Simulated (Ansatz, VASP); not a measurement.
**TiGe (NiAs type (invented)) in two plane-wave programs**

Aim: how closely do two programs agree when they are given the same cell, functional and k mesh? The cell is generated by rule, not measured, and may not be a known phase. The cell is taken from a series of runs on this material, whose earlier steps may have relaxed, scaled, displaced or heated it; both programs get it as it stands.

Program: Ansatz 0.2.0. Level of theory: plane waves, with VASP 6.6.1 beside it; PBEsol. Results are calculated unless marked as measured.

**1. The starting structure**

Symmetry: P6_3/mmc, No. 194, hexagonal system. The conventional cell has a = 3.506 Å, b = 3.506 Å, c = 6.497 Å, α = 90.00°, β = 90.00°, γ = 120.00°. Nearest to Ti lie 6 Ge at 2.60 Å. Nearest to Ge lie 6 Ti at 2.60 Å. Farther neighbours are not listed.

As a file:

```cif
data_structure
_symmetry_space_group_name_H-M 'P 1'
_symmetry_Int_Tables_number 1
_cell_length_a 3.5061
_cell_length_b 3.5061
_cell_length_c 6.4972
_cell_angle_alpha 90.000
_cell_angle_beta 90.000
_cell_angle_gamma 120.000
_cell_volume 69.17
loop_
_atom_site_label
_atom_site_type_symbol
_atom_site_fract_x
_atom_site_fract_y
_atom_site_fract_z
_atom_site_occupancy
Ti1 Ti 0.00000 0.00000 0.00000 1
Ti2 Ti 0.00000 0.00000 0.50000 1
Ge3 Ge 0.33333 0.66667 0.25000 1
Ge4 Ge 0.66667 0.33333 0.75000 1
```

**2. VASP: relaxation of cell and atoms, PBEsol**

The relaxed volume is the usual yardstick between codes: in a stiff, nearly cubic crystal its relative difference is about their pressure difference at one cell divided by the bulk modulus.

Lines of VASP's logs that name or quote its potential files are left out, and so is its time.

File INCAR:

```
SYSTEM = TiGe
PREC = Accurate
ENCUT = 500
EDIFF = 1E-07
NELM = 120
ISMEAR = 0
SIGMA = 0.1
LREAL = .FALSE.
ALGO = Normal
GGA = PS
NBANDS = 32
LASPH = .TRUE.
LORBIT = 11
LWAVE = .FALSE.
LCHARG = .FALSE.
ISIF = 3
IBRION = 2
NSW = 80
EDIFFG = -0.005
GGA_COMPAT = .FALSE.
NELMIN = 4
```

File POSCAR:

```
TiGe
1.0
    3.5060770000      0.0000000000      0.0000000000
   -1.7530390000      3.0363520000      0.0000000000
    0.0000000000      0.0000000000      6.4971870000
Ti Ge
2 2
Direct
    0.0000000000      0.0000000000      0.0000000000
    0.0000000000      0.0000000000      0.4999999230
    0.3333334833      0.6666667764      0.2500000385
    0.6666668019      0.3333332236      0.7499999615
```

File KPOINTS:

```
Automatic mesh
0
Gamma
15 15 8
0 0 0
```

Potentials, in the order of the species: Ti_sv and Ge_d (PBE family, release 64).

The run is started by

```bash
$ mpirun -np 1 vasp_std
```

Numbers of over 12 decimals in the logs are rounded to 6 here.

The program printed:

```text
[banner, memory and clock lines left out]
running    1 mpi-ranks, on    1 nodes
 distrk:  each k-point on    1 cores,    1 groups
 distr:  one band on    1 cores,    1 groups

 POSCAR found type information on POSCAR TiGe
 POSCAR found :  2 types and       4 ions
|                                                                             |
|               ----> ADVICE to this user running VASP <----                  |
|                                                                             |
|     You enforced a specific xc type in the INCAR file but a different       |
|     [... a line on the potential file left out ...]
|     I HOPE YOU KNOW WHAT YOU ARE DOING!                                     |
|                                                                             |

 LDA part: xc-table for (Slater+PW92), standard interpolation
 POSCAR, INCAR and KPOINTS ok, starting setup
 FFT: planning ... GRIDC
 FFT: planning ... GRID_SOFT
 FFT: planning ... GRID
 WAVECAR not read
 entering main loop
       N       E                     dE             d eps       ncg     rms          rms(c)
DAV:   1     0.530774519890E+03    0.53077E+03   -0.25745E+04 10248   0.371E+03
DAV:   2     0.566813311304E+02   -0.47409E+03   -0.46498E+03  8664   0.776E+02
DAV:   3    -0.258991349849E+02   -0.82580E+02   -0.81684E+02 11960   0.219E+02
DAV:   4    -0.328763644007E+02   -0.69772E+01   -0.69320E+01 12816   0.603E+01
DAV:   5    -0.331723497716E+02   -0.29599E+00   -0.29594E+00 11752   0.109E+01    0.161E+01
DAV:   6    -0.287547840493E+02    0.44176E+01   -0.42087E+01 10840   0.408E+01    0.484E+00
DAV:   7    -0.284280151103E+02    0.32677E+00   -0.51048E+00 10928   0.183E+01    0.297E+00
DAV:   8    -0.284048948141E+02    0.23120E-01   -0.44361E-01 11288   0.542E+00    0.803E-01
DAV:   9    -0.284010753433E+02    0.38195E-02   -0.75601E-02 11416   0.236E+00    0.365E-01
DAV:  10    -0.284022472346E+02   -0.11719E-02   -0.43957E-03 11232   0.668E-01    0.605E-02
DAV:  11    -0.284021879338E+02    0.59301E-04   -0.12991E-03 12408   0.341E-01    0.606E-02
DAV:  12    -0.284021768448E+02    0.11089E-04   -0.13039E-04 12456   0.731E-02    0.191E-02
DAV:  13    -0.284021747886E+02    0.20563E-05   -0.13115E-05 12040   0.208E-02    0.746E-03
DAV:  14    -0.284021754748E+02   -0.68623E-06   -0.21420E-06  9992   0.107E-02    0.126E-03
DAV:  15    -0.284021753757E+02    0.99088E-07   -0.76363E-08  6592   0.318E-03
   1 F= -.28402175E+02 E0= -.28397926E+02  d E =-.284022E+02
[...]
2 F= -.28403623E+02 E0= -.28399319E+02  d E =-.144760E-02
[...]
3 F= -.28404703E+02 E0= -.28400287E+02  d E =-.252801E-02
[...]
4 F= -.28404741E+02 E0= -.28400303E+02  d E =-.256522E-02
[...]
5 F= -.28404620E+02 E0= -.28400182E+02  d E =0.121066E-03
 trial-energy change:    0.000121  1 .order    0.000130   -0.000479    0.000739
 step:   0.5565(harm=  0.5425)  dis= 0.00000  next Energy=   -28.404838 (dE=-0.974E-04)
 bond charge predicted
       N       E                     dE             d eps       ncg     rms          rms(c)
DAV:   1    -0.284089578020E+02   -0.43383E-02   -0.92396E-02 10776   0.386E+00    0.481E-01
DAV:   2    -0.284057077825E+02    0.32500E-02   -0.20061E-02 10680   0.137E+00    0.186E-01
DAV:   3    -0.284049825148E+02    0.72527E-03   -0.25043E-03 11800   0.434E-01    0.910E-02
DAV:   4    -0.284048311266E+02    0.15139E-03   -0.79319E-04 13200   0.182E-01    0.498E-02
DAV:   5    -0.284048339050E+02   -0.27784E-05   -0.63601E-05 11096   0.653E-02    0.367E-02
DAV:   6    -0.284048378660E+02   -0.39610E-05   -0.46127E-05 12312   0.477E-02    0.674E-03
DAV:   7    -0.284048377078E+02    0.15820E-06   -0.60747E-06 11040   0.198E-02    0.213E-03
DAV:   8    -0.284048374252E+02    0.28262E-06   -0.24214E-07  7408   0.559E-03    0.511E-04
DAV:   9    -0.284048374155E+02    0.97007E-08   -0.43476E-08  5112   0.256E-03
   6 F= -.28404837E+02 E0= -.28400400E+02  d E =-.968155E-04
 curvature:  -0.32 expect dE=-0.616E-07 dE for cont linesearch -0.201E-09
 trial: gam= 0.00843 g(F)=  0.236E-40 g(S)=  0.192E-06 ort = 0.507E-06 (trialstep = 0.121E+01)
 search vector abs. value=  0.229E-06
 reached required accuracy - stopping structural energy minimisation
```

From OUTCAR (step 2):

```text
ion  position               nearest neighbor table
   1  0.000  0.000  0.000-   3 2.60   4 2.60   4 2.60   3 2.60   3 2.60   4 2.60
   2  0.000  0.000  0.500-   3 2.60   4 2.60   3 2.60   3 2.60   4 2.60   4 2.60
   3  0.333  0.667  0.250-   2 2.60   1 2.60   2 2.60   2 2.60   1 2.60   1 2.60
   4  0.667  0.333  0.750-   1 2.60   2 2.60   1 2.60   2 2.60   1 2.60   2 2.60

  LATTYP: Found a hexagonal cell.
 ALAT       =     3.5060770000
 C/A-ratio  =     1.8531215943

 Subroutine GETGRP returns: Found 24 space group operations
 (whereof 12 operations were pure point group operations)

The static configuration has the point symmetry D_3d.
 The point group associated with its full space group is D_6h.

 Found    135 irreducible k-points:

   k-points           NKPTS =    135   k-points in BZ     NKDIM =    135   number of bands    NBANDS=     32

   dimension x,y,z NGX =    28 NGY =   28 NGZ =   48
   dimension x,y,z NGXF=    56 NGYF=   56 NGZF=   96

   ENCUT  =  500.0 eV  36.75 Ry    6.06 a.u.   6.39  6.39 11.85*2*pi/ulx,y,z

   NELECT =      52.0000    total number of electrons

 k-points in reciprocal lattice and weights: Automatic mesh
   0.00000000  0.00000000  0.00000000       0.001
   0.06666667  0.00000000  0.00000000       0.003
   0.13333333  0.00000000  0.00000000       0.003
   0.20000000  0.00000000  0.00000000       0.003
   0.26666667  0.00000000  0.00000000       0.003
   0.33333333  0.00000000  0.00000000       0.003
   0.40000000  0.00000000  0.00000000       0.003
   0.46666667  0.00000000  0.00000000       0.003
   0.06666667  0.06666667  0.00000000       0.003
[...]
0.33333333  0.26666667  0.50000000       0.007
   0.33333333  0.33333333  0.50000000       0.001

 average (electrostatic) potential at core
       1 -73.3474       2 -73.3475       3 -70.5831       4 -70.5831

 E-fermi :   7.4210

 k-point     1 :       0.0000    0.0000    0.0000
  band No.  band energies     occupation
    ...
     20      -0.9558      2.00000
     21       2.3091      2.00000
     22       6.2251      2.00000
     23       6.2251      2.00000
     24       6.4910      2.00000
     25       7.8373      0.00000
     26       7.8373      0.00000
     27       7.9515      0.00000
     28       7.9515      0.00000
     29       9.1235      0.00000
    ...

 k-point     2 :       0.0667    0.0000    0.0000
  band No.  band energies     occupation
    ...
     20      -0.9298      2.00000
     21       2.3905      2.00000
     22       6.1398      2.00000
     23       6.2464      2.00000
     24       6.4987      2.00000
     25       7.6471      0.00139
     26       7.8355      0.00000
     27       7.8835      0.00000
     28       7.8848      0.00000
     29       8.9149      0.00000
    ...

 k-point     3 :       0.1333    0.0000    0.0000
  band No.  band energies     occupation
    ...
     21       2.6299      2.00000
     22       5.8954      2.00000
     23       6.2963      2.00000
     24       6.4934      2.00000
     25       7.2140      1.99659
     26       7.4816      0.39144
     27       7.7333      0.00001
     28       8.0173      0.00000
     29       8.6890      0.00000
     30       9.0988      0.00000
    ...

  Total        0.0026521      0.0026521     -0.0013460     -0.0000000      0.0000000      0.0000000
  in kB        0.0611946      0.0611946     -0.0310581     -0.0000000      0.0000000      0.0000000
  external PRESSURE =       0.0304437 kB  Pullay stress =       0.0000000 kB

  energy-cutoff  :      500.00
  volume of cell :       69.44
      direct lattice vectors                 reciprocal lattice vectors
     3.530182648 -0.000000004  0.000000000     0.283271462  0.163546888  0.000000000
    -1.765091831  3.057228111  0.000000000     0.000000000  0.327093682  0.000000000
    -0.000000000 -0.000000000  6.433650034    -0.000000000 -0.000000000  0.155432763

 POSITION                                       TOTAL-FORCE (eV/Angst)
 -----------------------------------------------------------------------------------
      0.00000      0.00000      0.00000         0.000000     -0.000000     -0.000000
     -0.00000     -0.00000      3.21682         0.000000     -0.000000     -0.000000
     -0.00000      2.03815      1.60841         0.000000      0.000000      0.000000
      1.76509      1.01908      4.82524        -0.000000     -0.000000     -0.000000
 -----------------------------------------------------------------------------------
    total drift:                               -0.000504     -0.000000      0.000828

  FREE ENERGIE OF THE ION-ELECTRON SYSTEM (eV)
  ---------------------------------------------------
  free  energy   TOTEN  =       -28.4048374155 eV

  energy  without entropy=      -28.3959624363  energy(sigma->0) =      -28.40039993

 reached required accuracy - stopping structural energy minimisation

 total charge
# of ion       s       p       d       tot
------------------------------------------
    1        2.181   6.140   1.926  10.247
    2        2.181   6.140   1.926  10.247
    3        1.159   1.350  10.013  12.522
    4        1.159   1.350  10.013  12.522
--------------------------------------------------
tot          6.679  14.981  23.879  45.539

[... 3 further parts left out ...]
```

CONTCAR:

```
TiGe
   1.00000000000000
     3.5301826484437844   -0.0000000039643063    0.0000000000000000
    -1.7650918310927777    3.0572281110689468    0.0000000000000000
    -0.0000000000000000   -0.0000000000000000    6.4336500342110989
  Ti              Ge
     2     2
Direct
     0.0000000000000000    0.0000000000000000    0.0000000000000000
     0.0000000000000000    0.0000000000000000    0.4999999229999972
     0.3333334833000023    0.6666667763999996    0.2500000384999979
     0.6666668018999999    0.3333332236000004    0.7499999615000021
```

The run keeps the 24 symmetry operations of its start, so it cannot find a distortion of lower symmetry.

**3. Ansatz: relaxation of cell and atoms, PBEsol**

Ansatz runs on its default PAW (the set named soft_2) files.

The same cell, functional, mesh and smearing now go to Ansatz, which takes its cutoff from its data sets.

File input.yaml:

```yaml
crystal:
  lattice:
    - [3.5060774667, 0.0, 0.0]
    - [-1.7530387333, 3.0363521538, 0.0]
    - [0.0, 0.0, 6.497186842]
  atoms:
    - { symbol: Ti, position: [0.0, 0.0, 0.0] }
    - { symbol: Ti, position: [0.0, 0.0, 0.5] }
    - { symbol: Ge, position: [0.3333333333, 0.6666666667, 0.25] }
    - { symbol: Ge, position: [0.6666666667, 0.3333333333, 0.75] }
kpoints:
  mp_grid: { grid: [15, 15, 8] }
hamiltonian:
  xc: pbesol
scf:
  occupations: { method: gaussian, width: 0.1 }
output:
  forces: true
  stress: true
  eigenvalues: true
relax:
  adjacent_minimum: "off"
  f_tol: 0.005
  max_steps: 80
  cell: { stress_tol: 0.05 }
```

The run is started by

```bash
$ ansatz run input.yaml --threads 2 --pin off --max-ram 5120MiB --backend cpu --events-out ev --progress --plain --runs-dir out
```

The program printed:

```text
Engine: ansatz 0.2.0, aarch64-unknown-linux-gnu
Pseudopotentials: kind: paw
Pseudopotential: Ti, paw, valence charge 12, recommended cutoff 420 eV (normal), Ti.paw.azcp
Pseudopotential: Ge, paw, valence charge 14, recommended cutoff 420 eV (normal), Ge.paw.azcp
Functional definition: PBEsol
  exchange = pbesol_x
  correlation = pbesol_c
Crystal: 4 atoms, lattice volume = 69.167 Å³
Basis set: ecut = 420 eV, 1323 PW (Γ), exchange–correlation on 48×48×90 points (8 copies of the dense FFT grid, shifted against one another)
Bands: 32, of which v1, the nominal top of the filled ones, is band 26 counted from 1 (25 counted from 0)
Symmetry: 24 space group operations
Space group: P63/mmc (ITA 194), of the structure as read, at distance tolerance 4.1e-5 Å
k-points: 135 of 1800
Non-local potential: Ti, projectors of the file, l = 0: 3, l = 1: 2, l = 2: 3, l = 3: 1
Non-local potential: Ge, projectors of the file, l = 0: 2, l = 1: 2, l = 2: 3, l = 3: 1
PAW form: soft (Blöchl's): semilocal exchange-correlation on the pseudo side does not see the compensation charge
PAW frozen core: Ti, regenerated for the run's functional, and the local potential with it (the file was generated under x = pbe(κ = 0.804, μ = 0.219515), c = pbe(β = 0.066725))
PAW frozen core: Ge, regenerated for the run's functional, and the local potential with it (the file was generated under x = pbe(κ = 0.804, μ = 0.219515), c = pbe(β = 0.066725))
PAW one-centre angular grid: Ti, 590 points (default); XC on 64 Gauss nodes
PAW one-centre angular grid: Ge, 590 points (default); XC on 64 Gauss nodes
Initial density: superposition of atomic densities (neutral atoms: chi_scale 0, normalization atom), corrected by the library's trained network
Initial wavefunctions: pseudopotential atomic-orbital guess
Functional: x = pbesol(κ = 0.804, μ = 0.123457), c = pbesol(β = 0.046)
SCF iter   1: F=—  HF=-13456.672360 eV  |F-HF|=—  |Δ(HF+E_count)|=         —  Δρ=9.30e-3  dr2=7.24e-2  ethr=1.77e-3  ⟨swp⟩=5.2  Hψ=14570  notcnv=0
preconditioner: auto → Kerker (q_TF=auto, 2.602 Å⁻¹)  [metal: Δε(μ)=0.001 eV  Ē_g=16.358 eV  σ=0.100 eV  W_gap=0.00  n_scr=22 (ndim 8)  ℏωp=26.8 eV  f_vac=0.000  D(μ)=1.65/eV (n_scr^D=10)]
SCF iter   2: F=—  HF=-13456.659139 eV  |F-HF|=—  |Δ(HF+E_count)|=   1.32e-2  Δρ=4.08e-3  dr2=1.51e-2  ethr=1.39e-4  ⟨swp⟩=2.0  Hψ=6058  notcnv=0  defer=117
SCF iter   3: F=—  HF=-13456.655872 eV  |F-HF|=—  |Δ(HF+E_count)|=   3.27e-3  Δρ=1.31e-3  dr2=1.89e-3  ethr=2.90e-5  ⟨swp⟩=2.0  Hψ=5071  notcnv=0  defer=117
SCF iter   4: F=—  HF=-13456.655334 eV  |F-HF|=—  |Δ(HF+E_count)|=   5.38e-4  Δρ=4.16e-4  dr2=1.32e-4  ethr=3.64e-6  ⟨swp⟩=2.0  Hψ=6634  notcnv=0  defer=117
SCF iter   5: F=—  HF=-13456.655241 eV  |F-HF|=—  |Δ(HF+E_count)|=   9.26e-5  Δρ=1.78e-4  dr2=1.94e-5  ethr=2.54e-7  ⟨swp⟩=2.0  Hψ=6631  notcnv=0  defer=117
SCF iter   6: F=—  HF=-13456.655222 eV  |F-HF|=—  |Δ(HF+E_count)|=   1.92e-5  Δρ=4.92e-5  dr2=9.77e-7  ethr=3.73e-8  ⟨swp⟩=2.0  Hψ=6640  notcnv=0  defer=117
SCF iter   7: F=-13456.655222 eV  HF=-13456.655222 eV  |F-HF|=5.06e-9  |Δ(HF+E_count)|=   1.35e-7  Δρ=7.18e-6  dr2=2.35e-8  ethr=1.92e-10  ⟨swp⟩=5.6  Hψ=17715  notcnv=0
SCF 1 converged in 7 iterations: F = -13456.655222 eV  dr2 = 2.35e-8
  greatest PAW one-centre occupation: 0.999 electrons in one spin orbital (limit 2), on the Ti atom at site 1 (counted from 0), in its partial waves of l = 0
relax step   1: F+E_penalty+E_count = -13456.65522218 eV  Δ(F+E_penalty+E_count) = +0.000e0 eV  max|allowed force component| = 1.411e-16 eV/Å  Δτ_max = 0.0000 Å  P = +0.103 GPa  Ω = 69.167 Å³  (7 SCF iters, dr2 threshold 1.00e-7 eV, accepted)
[...]
relax step   2: F+E_penalty+E_count = -13456.65800397 eV  Δ(F+E_penalty+E_count) = -2.782e-3 eV  max|allowed force component| = 9.021e-17 eV/Å  Δτ_max = 0.0000 Å  P = +0.021 GPa  Ω = 69.421 Å³  energy of the carried Pulay correction = -4.028e-5 eV  (6 SCF iters, dr2 threshold 4.00e-7 eV, accepted)
[...]
relax step   3: F+E_penalty+E_count = -13456.65804862 eV  Δ(F+E_penalty+E_count) = -4.466e-5 eV  max|allowed force component| = 1.527e-16 eV/Å  Δτ_max = 0.0000 Å  P = +0.022 GPa  Ω = 69.421 Å³  stress off target by 3.47e-2 GPa  SCF on the basis re-selected at this cell (its energy is not comparable with the rows above)  (6 SCF iters)
basis re-selected at this cell: Δ(F+E_penalty+E_count) = -4.466e-5 eV, ΔP = +0.001 GPa vs the last step (what re-selecting the basis moved, of the pressure what is left beyond the Pulay correction that the steps carried, after the strain that the cell walked since its last selection, with what the two solves' SCF thresholds leave and, on support functions, any second-order correction that the steps lacked; it is no m [...]
SCF converged after 6 iterations
Free energy (F): -13456.658049 eV
Harris-Foulkes:  -13456.658049 eV  (|F-HF|=0.00e0)
Internal energy: -13456.649205 eV  (E = F + TS)
E sigma→0 (E₀):  -13456.653627 eV
Entropy (-TS):   -0.008843 eV (-2.211 meV/atom)
Fermi energy:    12.256802 eV
--- Per-component energies (eV) ---
  E_band       = -517.890889
  E_kinetic    = 770.608839
  E_local      = -5984.223538  (includes V_loc(G=0)·N_el)
  E_nonlocal   = 858.312152
  E_hartree    = 2589.345125
  E_xc         = -346.081682
  E_vxc        = -376.029993  (∫ρ·V_xc dr)
  E_paw        = -6001.889233  (= ΣΔE_a)
  E_vpaw       = -965.249349  (= ΣTr[D̂ρ^β])
  E_aug_tail   = 0.000724  (compensation charges beyond the density's cutoff)
  E_ewald      = -5344.836234
  E_core_change = 2.114641  (= ΣΔE_core)
  E_smearing   = -0.008843  (= −TS)
  E_closure    = 0.000000  (closes the sum)
  Σ components = -13456.658049   (vs F -13456.658049, Δ=0.00e0)
--- Forces (eV/Å), atoms counted from 1 ---
  atom   1  Ti     0.00000000    -0.00000000    -0.00000000
  atom   2  Ti     0.00000000    -0.00000000    -0.00000000
  atom   3  Ge    -0.00000000    -0.00000000     0.00000000
  atom   4  Ge     0.00000000     0.00000000    -0.00000000
  max |Σ_I F_I| component: 1.85e-17 eV/Å
--- Stress (GPa, compression-positive) ---
        0.034654      -0.000000      -0.000000
       -0.000000       0.034654      -0.000000
       -0.000000      -0.000000      -0.003571
  P = ⅓ Tr σ = 0.0219 GPa (0.219 kbar)
--- Band table (eV; the first three rows and the last of 135) ---
  k-point 0: bands = [... 22 lower, 11.0604, 11.3220, 12.6775, 12.6775, 12.7882, 12.7882, 13.9650, 13.9650, ... 2 higher]
  k-point 1: bands = [... 22 lower, 11.1057, 11.2418, 12.5910, 12.5910, 12.8180, 12.8180, 13.8705, 13.8705, ... 2 higher]
  k-point 2: bands = [... 22 lower, 11.2391, 11.2391, 12.3594, 12.3594, 12.9055, 12.9055, 13.6641, 13.6641, ... 2 higher]
  k-point 134: bands = [... 22 lower, 9.6689, 9.6689, 10.5750, 10.5750, 12.7262, 12.7262, 14.0785, 14.0785, ... 2 higher]
--- Relaxed structure (2 steps of the walk, 2 accepted, 1 SCFs on fresh bases) ---
  F+E_penalty+E_count = -13456.65804862 eV   max|allowed force component| = 1.527e-16 eV/Å   (the final SCF, on the basis selected at the relaxed cell)
  cell:  # Å, volume = 69.4211 Å³
    - [3.530161, -2.906585929822149e-11, 0.0]
    - [-1.765080, 3.057209, 0.0]
    - [0.0, 0.0, 6.432387]
  atoms:
    - { symbol: Ti, position: [0, 0, 0.0] }
    - { symbol: Ti, position: [0, 0, 0.5] }
    - { symbol: Ge, position: [0.333333, 0.666667, 0.25] }
    - { symbol: Ge, position: [0.666667, 0.333333, 0.750000] }
```

**4. Side by side**

Known differences besides the potentials themselves: the cutoff is 420 eV in Ansatz and 500 eV in VASP; Ansatz makes its cores anew for this functional, VASP keeps those of its PBE data sets; Ansatz adds a Pulay correction to the stress that steers its cell, VASP none. Total energies have different zeros and are not compared.

The two programs side by side:

```
                                         quantity  Ansatz   VASP  difference
                                      volume (Å³)   69.42  69.44     -0.02 %
edge a after relaxation, in the typed setting (Å)   3.530  3.530     +0.00 %
edge c after relaxation, in the typed setting (Å)   6.432  6.434     -0.02 %
```

**5. Summary of results**

```
difference in volume (relaxation of cell and atoms, PBEsol) : -0.021 %
```

**Reading.** The difference in volume is -0.021 % (relaxation of cell and atoms, PBEsol), within the 1.2 % picked in this series as the mark of a large difference, as far as the stopping tolerances let one tell. How closely two codes agree says nothing of how well the functional describes the real material.

[Lines on the potential files, build, host, timing and source positions are cut from VASP's logs without a mark.]

[Logs are printed without paths, hosts, clocks, repeated set-up lines and the standing remarks that a program may print on its own settings, such as how far it seeks lower states.]

[Hosts, paths, dates, database ids (printed as entryN), source tags and the programs' standing remarks are cut or masked in the printed files.]
